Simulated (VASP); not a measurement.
Here is the system:

```
HfSi2
1.0
   -3.73719     3.73719     3.00707
    3.73719    -3.73719     3.00707
    3.73719     3.73719    -3.00707
Si Hf
4 2
Direct
  0.15800   0.65800   0.81600
  0.34200   0.15800   0.50000
  0.65800   0.84200   0.50000
  0.84200   0.34200   0.18400
  0.75000   0.75000   0.00000
  0.25000   0.25000   0.00000
```

All values below come from PBE GGA, VASP's PBE PAW potentials (set 64) (plane waves; VASP). Settings: 300 eV cut-off, 4×4×4 Γ-centred mesh, Gaussian smearing of 0.050 eV, potentials Si Hf_pv.

**Question.** Give the energies of bands 8 to 21 at the high-symmetry points, in eV from the Fermi level.

**Answer.** 
```
band      Γ      X      M      Z      P      N
----  -----  -----  -----  -----  -----  -----
8     -6.06  -7.37  -6.66  -6.59  -6.88  -7.18
9     -5.47  -5.91  -6.62  -6.56  -6.51  -6.01
10    -5.47  -5.30  -5.95  -6.37  -6.51  -6.01
11    -2.40  -2.75  -4.59  -4.39  -2.20  -2.89
12    -1.95  -2.10  -3.25  -2.66  -2.20  -2.89
13    -1.95  -1.76  -1.90  -1.88  -1.21  -1.55
14    -1.69  -1.66  -1.90  -1.88  -1.21  -1.55
15    -0.96  -1.53  -0.69  -1.63  -1.14  -0.69
16    -0.90  -1.39  -0.61  -0.06  -1.14  -0.69
17    -0.90  -0.92  -0.28   0.01  -0.49   0.11
18    -0.66  -0.34  -0.02   0.49  -0.49   0.11
19    -0.56  -0.11   1.15   0.78   0.65   0.59
20    -0.23   0.71   1.77   1.39   0.65   0.59
21     0.55   1.02   1.81   1.39   0.98   1.31
```

It has no gap at this level: it comes out as a metal or semimetal.

The structure was generated: HfSi2 was put into an ordered model structure, which need not be its known phase. The cell was not relaxed at this level. The k-mesh is coarse (spacing up to 0.34 per Å, 2π included), so the numbers may not be converged in it.
